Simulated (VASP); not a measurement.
Input:

```xyz
2
Lattice="2.7102 0.0000 0.0000 -1.3551 2.3471 0.0000 0.0000 0.0000 3.5149" Properties=species:S:1:pos:R:3 pbc="T T T"
Mn     0.0000     0.0000     3.5149
Si     1.3551     0.7824     1.7575
```

Computed with PBEsol GGA, VASP's PBE PAW potentials (set 64) (plane waves; VASP). Run with 400 eV cut-off, 17×17×12 Γ-centred mesh, tetrahedra with Blöchl corrections, potentials Mn_pv Si.

Q: Predict the energy per atom (σ→0), band gap (on the k-mesh) with the smallest direct gap where there is one.

A: 
| Property | Value |
|---|---|
| band gap (on the k-mesh) | none (metal, semimetal or under 0.01 eV) |
| energy per atom (σ→0) | -8.124 eV/atom |

The absolute energy has meaning only against runs of the same code, potentials and settings.

The structure was generated: MnSi was put into the WC type (P-6m2), which need not be its known phase. It was relaxed first, which changed the volume by -22 %. The run is not spin-polarised, so no magnetic state was tried. The electron count is odd and the run is not spin-polarised, which forces a metal.
